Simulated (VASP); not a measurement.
VASP input:

### KPOINTS
```
Automatic mesh
0
Gamma
7 7 7
0 0 0
```

POSCAR:
```
Cs2O
1
    2.0598306862     1.1892437938     6.7432399594
   -2.0598306862     1.1892437938     6.7432399594
    0.0000000000    -2.3784875877     6.7432399594
Cs O
2 1
Direct
  0.2584971857   0.2584971857   0.2584971857
  0.7415028143   0.7415028143   0.7415028143
  0.0000000000   0.0000000000   0.0000000000
```

INCAR:
```
LASPH = .True.   ! aspherical one-centre terms
ISIF = 2   ! forces and stress, cell fixed
LWAVE = .False.
ALGO = Normal   ! blocked Davidson
NEDOS = 601
GGA = PS
EDIFF = 1E-7
NELM = 100   ! most electronic steps
LORBIT = 11   ! lm-projected
SYSTEM = Cs2O
ISMEAR = -5   ! tetrahedra, Bloechl
PREC = Accurate
LCHARG = .True.
LMAXMIX = 4
LEFG = .True.
ENCUT = 520   ! plane-wave cut-off (eV)
LREAL = .False.
```

POTCAR, in this order: Cs_sv O (PBE.64 set). Program: vasp_std.

Problem. Translate this PBEsol calculation to Quantum ESPRESSO's pw.x.

Solution. One equivalent input (not run):
```
&CONTROL
  calculation = 'scf'
  pseudo_dir = './pseudo'
  outdir = './out'
  tprnfor = .true.
  tstress = .true.
/
&SYSTEM
  ibrav = 0
  nat = 3
  ntyp = 2
  ecutwfc = 84
  occupations = 'tetrahedra'
  input_dft = 'pbesol'
/
&ELECTRONS
  conv_thr = 7.3e-09
  electron_maxstep = 100
/
ATOMIC_SPECIES
  Cs 132.905 Cs.upf
  O 15.999 O.upf
CELL_PARAMETERS angstrom
     2.0598307    1.1892438    6.7432400
    -2.0598307    1.1892438    6.7432400
     0.0000000   -2.3784876    6.7432400
ATOMIC_POSITIONS crystal
  Cs   0.2584972  0.2584972  0.2584972
  Cs   0.7415028  0.7415028  0.7415028
  O    0.0000000  0.0000000  0.0000000
K_POINTS automatic
  7 7 7 0 0 0
```
Limits of the translation: the potentials are each code's own (VASP's PAW set, PseudoDojo norm-conserving files in pw.x), so ENCUT and ecutwfc are chosen apart and not converted; conv_thr bounds pw.x's estimated SCF error, while EDIFF bounds the energy change between steps; the field gradients of LEFG aren't asked of the other code.

The structure comes from a computed database's Cs2O entry (R-3m); how it stands against other phases isn't given here. It was relaxed first.
